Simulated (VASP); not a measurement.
Input:

```
GeP3
1.0
    3.49456     2.01759     3.16569
   -3.49456     2.01759     3.16569
    0.00000    -4.03517     3.16569
Ge P
2 6
Direct
  0.73787   0.73787   0.73787
  0.26213   0.26213   0.26213
  0.21736   0.21736   0.73998
  0.78264   0.78264   0.26002
  0.73998   0.21736   0.21736
  0.26002   0.78264   0.78264
  0.21736   0.73998   0.21736
  0.78264   0.26002   0.78264
```

Calculation: LDA (Ceperley-Alder, Perdew-Zunger), VASP's LDA PAW potentials (set 64) (plane waves; VASP). Numerical set-up: 400 eV cut-off, 7×7×7 Γ-centred mesh, tetrahedra with Blöchl corrections, potentials Ge_d P.

### Question
Estimate the energy per atom (σ→0), band gap (on the k-mesh) with the smallest direct gap where there is one.

### Answer

```json
{
 "band gap (on the k-mesh)": "none (metal, semimetal or under 0.01 eV)",
 "energy per atom (σ→0)": "-5.869 eV/atom"
}
```

Total energies compare only between runs with the same potentials, cut-off and functional.

The structure comes from a computed database's GeP3 entry (R-3m); how it stands against other phases isn't given here. It was relaxed first, which changed the volume by -9 %.
